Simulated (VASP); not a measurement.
Computed with r2SCAN meta-GGA, VASP's PBE PAW potentials (set 64) (plane waves; VASP).

VASP input:

**INCAR**
```
SYSTEM = GeW
PREC = Accurate
ENCUT = 400
EDIFF = 1E-6
NELM = 100
ALGO = Normal
LREAL = .FALSE.
LASPH = .TRUE.
ISMEAR = 1
SIGMA = 0.1
METAGGA = R2SCAN
LMIXTAU = .TRUE.
LMAXMIX = 6
LWAVE = .FALSE.
LCHARG = .FALSE.
IBRION = 2
ISIF = 3
NSW = 60
EDIFFG = -0.01
```

### POSCAR
```
GeW
1.0
  3.1108574910   0.0000000000   0.0000000000
  0.0000000000   3.1108574910   0.0000000000
  0.0000000000   0.0000000000   3.1108574910
W Ge
1 1
direct
  0.0000000000   0.0000000000   1.0000000000
  0.5000000000   0.5000000000   0.5000000000
```

File KPOINTS:
```
Automatic mesh
0
Gamma
11 11 11
0 0 0
```

POTCAR, in this order: W_sv Ge_d (PBE.64 set). Program: vasp_std.

What VASP printed:

OUTCAR:
```
 ion  position               nearest neighbor table
   1  0.000  0.000  0.000-   2 2.69   2 2.69   2 2.69   2 2.69   2 2.69   2 2.69   2 2.69   2 2.69
  LATTYP: Found a simple cubic cell.
 ALAT       =     3.1108574910
 Subroutine PRICEL returns:
 Original cell was already a primitive cell.
 Subroutine GETGRP returns: Found 48 space group operations
The static configuration has the point symmetry O_h .
The dynamic configuration has the point symmetry O_h .
 Subroutine INISYM returns: Found 48 space group operations
 Subroutine IBZKPT returns following result:
 Found     56 irreducible k-points:

 Following reciprocal coordinates:
            Coordinates               Weight
  0.000000  0.000000  0.000000      1.000000
  0.090909  0.000000  0.000000      6.000000
  0.181818  0.000000  0.000000      6.000000
  0.272727  0.000000  0.000000      6.000000
  0.363636  0.000000  0.000000      6.000000
  0.454545  0.000000  0.000000      6.000000
  0.090909  0.090909  0.000000     12.000000
  0.181818  0.090909  0.000000     24.000000
  0.272727  0.090909  0.000000     24.000000
  0.363636  0.090909  0.000000     24.000000
  0.454545  0.090909  0.000000     24.000000
  0.181818  0.181818  0.000000     12.000000
  0.272727  0.181818  0.000000     24.000000
  0.363636  0.181818  0.000000     24.000000
  0.454545  0.181818  0.000000     24.000000
  0.272727  0.272727  0.000000     12.000000
  0.363636  0.272727  0.000000     24.000000
  0.454545  0.272727  0.000000     24.000000
  0.363636  0.363636  0.000000     12.000000
  0.454545  0.363636  0.000000     24.000000
  0.454545  0.454545  0.000000     12.000000
  0.090909  0.090909  0.090909      8.000000
  0.181818  0.090909  0.090909     24.000000
  0.272727  0.090909  0.090909     24.000000
  0.363636  0.090909  0.090909     24.000000
  0.454545  0.090909  0.090909     24.000000
  0.181818  0.181818  0.090909     24.000000
  0.272727  0.181818  0.090909     48.000000
  0.363636  0.181818  0.090909     48.000000
  0.454545  0.181818  0.090909     48.000000
  0.272727  0.272727  0.090909     24.000000
  0.363636  0.272727  0.090909     48.000000
  0.454545  0.272727  0.090909     48.000000
  0.363636  0.363636  0.090909     24.000000
  0.454545  0.363636  0.090909     48.000000
  0.454545  0.454545  0.090909     24.000000
  0.181818  0.181818  0.181818      8.000000
  0.272727  0.181818  0.181818     24.000000
  0.363636  0.181818  0.181818     24.000000
  0.454545  0.181818  0.181818     24.000000
   k-points           NKPTS =     56   k-points in BZ     NKDIM =     56   number of bands    NBANDS=     18
   number of dos      NEDOS =    301   number of ions     NIONS =      2
   total plane-waves  NPLWV =   8000
   dimension x,y,z NGX =    20 NGY =   20 NGZ =   20
   dimension x,y,z NGXF=    40 NGYF=   40 NGZF=   40
   ions per type =               1   1
   PREC   = accura    normal or accurate (medium, high low for compatibility)
   ISTART =      0    job   : 0-new  1-cont  2-samecut
   ICHARG =      2    charge: 1-file 2-atom 10-const
   ISPIN  =      1    spin polarized calculation?
   LNONCOLLINEAR =      F non collinear calculations
   LSORBIT =      F    spin-orbit coupling
   INIWAV =      1    electr: 0-lowe 1-rand  2-diag
   ENCUT  =  400.0 eV  29.40 Ry    5.42 a.u.   5.07  5.07  5.07*2*pi/ulx,y,z
   NELM   =    100;   NELMIN=  2; NELMDL= -5     # of ELM steps
   EDIFF  = 0.1E-05   stopping-criterion for ELM
   LREAL  =      F    real-space projection
   NLSPLINE    = F    spline interpolate recip. space projectors
   LMAXMIX     =    6 max onsite mixed and CHGCAR
   VOSKOWN=      0    Vosko Wilk Nusair interpolation
...
```

File OSZICAR:
```
       N       E                     dE             d eps       ncg     rms          rms(c)
DAV:   1     0.122674437462E+03    0.12267E+03   -0.13125E+04  2164   0.324E+03
DAV:   2    -0.561026140034E+02   -0.17878E+03   -0.17533E+03  2046   0.523E+02
DAV:   3    -0.697223889544E+02   -0.13620E+02   -0.13325E+02  2390   0.116E+02
DAV:   4    -0.700136545165E+02   -0.29127E+00   -0.28744E+00  2376   0.164E+01
DAV:   5    -0.700177130388E+02   -0.40585E-02   -0.40563E-02  2396   0.208E+00    0.209E+01
DAV:   6    -0.641957216703E+02    0.58220E+01   -0.41373E+00  2070   0.210E+01    0.372E+00
DAV:   7    -0.642310532287E+02   -0.35332E-01   -0.17648E-01  2220   0.359E+00    0.239E+00
DAV:   8    -0.642420699378E+02   -0.11017E-01   -0.13488E-01  2100   0.429E+00    0.600E-01
DAV:   9    -0.642178112411E+02    0.24259E-01   -0.65812E-02  2064   0.241E+00    0.354E-01
DAV:  10    -0.642188531167E+02   -0.10419E-02   -0.12321E-03  2742   0.319E-01    0.260E-01
DAV:  11    -0.642262248617E+02   -0.73717E-02   -0.38337E-03  2178   0.596E-01    0.249E-01
DAV:  12    -0.642268999119E+02   -0.67505E-03   -0.74684E-04  2114   0.275E-01    0.194E-01
DAV:  13    -0.642267172277E+02    0.18268E-03   -0.35768E-04  2078   0.166E-01    0.985E-02
DAV:  14    -0.642268131202E+02   -0.95893E-04   -0.77796E-05  2154   0.772E-02    0.440E-02
DAV:  15    -0.642268101440E+02    0.29762E-05   -0.92734E-06  2600   0.494E-02    0.283E-02
DAV:  16    -0.642268080529E+02    0.20911E-05   -0.59476E-06  1978   0.239E-02    0.648E-03
DAV:  17    -0.642268115861E+02   -0.35332E-05   -0.38870E-06  1712   0.196E-02    0.872E-04
DAV:  18    -0.642268118559E+02   -0.26990E-06   -0.25415E-07  1056   0.509E-03
   1 F= -.64226812E+02 E0= -.64226117E+02  d E =-.642268E+02
       N       E                     dE             d eps       ncg     rms          rms(c)
DAV:   1    -0.642295950052E+02   -0.27834E-02   -0.53443E-02  2588   0.395E+00    0.485E-01
DAV:   2    -0.642272273946E+02    0.23676E-02   -0.48130E-03  2466   0.901E-01    0.134E-01
DAV:   3    -0.642268300509E+02    0.39734E-03   -0.59272E-04  2590   0.433E-01    0.679E-02
DAV:   4    -0.642267176507E+02    0.11240E-03   -0.13510E-04  2444   0.150E-01    0.311E-02
DAV:   5    -0.642266145505E+02    0.10310E-03   -0.13722E-04  2094   0.147E-01    0.679E-03
DAV:   6    -0.642267320767E+02   -0.11753E-03   -0.73540E-05  2048   0.847E-02    0.394E-03
DAV:   7    -0.642267332029E+02   -0.11262E-05   -0.15012E-06  1608   0.100E-02    0.217E-03
DAV:   8    -0.642267334724E+02   -0.26952E-06   -0.30451E-07  1054   0.575E-03
   2 F= -.64226733E+02 E0= -.64226054E+02  d E =0.783836E-04
       N       E                     dE             d eps       ncg     rms          rms(c)
DAV:   1    -0.642282233366E+02   -0.14901E-02   -0.26152E-02  2588   0.275E+00    0.342E-01
DAV:   2    -0.642270655651E+02    0.11578E-02   -0.23411E-03  2490   0.635E-01    0.943E-02
DAV:   3    -0.642268735224E+02    0.19204E-03   -0.29469E-04  2594   0.305E-01    0.482E-02
DAV:   4    -0.642268227913E+02    0.50731E-04   -0.67269E-05  2450   0.105E-01    0.215E-02
DAV:   5    -0.642267692723E+02    0.53519E-04   -0.73915E-05  2078   0.107E-01    0.471E-03
DAV:   6    -0.642268322309E+02   -0.62959E-04   -0.38240E-05  2044   0.611E-02    0.267E-03
DAV:   7    -0.642268323134E+02   -0.82451E-07   -0.71750E-07  1108   0.716E-03
   3 F= -.64226832E+02 E0= -.64226142E+02  d E =-.204574E-04
```

### OUTCAR
```
------------------------ aborting loop because EDIFF is reached ----------------------------------------
  FORCE on cell =-STRESS in cart. coord.  units (eV):
  Direction    XX          YY          ZZ          XY          YZ          ZX
  --------------------------------------------------------------------------------------
  Total       -0.0065150     -0.0065150     -0.0065150     -0.0000000     -0.0000000     -0.0000000
  in kB       -0.3464033     -0.3464033     -0.3464033     -0.0000000     -0.0000000     -0.0000000
  external PRESSURE =      -0.3464033 kB  Pullay stress =       0.0000000 kB
  volume of cell :       30.13
      direct lattice vectors                 reciprocal lattice vectors
     3.111822110  0.000000000 -0.000000000     0.321355130 -0.000000000  0.000000000
     0.000000000  3.111822110  0.000000000    -0.000000000  0.321355130 -0.000000000
    -0.000000000  0.000000000  3.111822110     0.000000000 -0.000000000  0.321355130
 POSITION                                       TOTAL-FORCE (eV/Angst)
 -----------------------------------------------------------------------------------
      0.00000      0.00000      0.00000        -0.000000      0.000000      0.000000
      1.55591      1.55591      1.55591         0.000000      0.000000      0.000000
 -----------------------------------------------------------------------------------
    total drift:                               -0.000000      0.000000     -0.000000
  FREE ENERGIE OF THE ION-ELECTRON SYSTEM (eV)
  ---------------------------------------------------
  free  energy   TOTEN  =       -64.2268323134 eV

  energy  without entropy=      -64.2247610563  energy(sigma->0) =      -64.22614189

 reached required accuracy - stopping structural energy minimisation
```
(Selected blocks of OUTCAR.)

CONTCAR:
```
GeW
   1.00000000000000
     3.1118221096047125    0.0000000000000000   -0.0000000000000000
     0.0000000000000000    3.1118221096047125    0.0000000000000000
    -0.0000000000000000    0.0000000000000000    3.1118221096047125
  W               Ge
     1     1
Direct
     0.0000000000000000    0.0000000000000000    0.0000000000000000
     0.5000000000000000    0.5000000000000000    0.5000000000000000
```

The structure was generated: GeW was put into the CsCl type (Pm-3m), which need not be its known phase. This run relaxes it. Symmetry was kept, so distortions that lower it aren't found. The start is the result of an earlier pass.
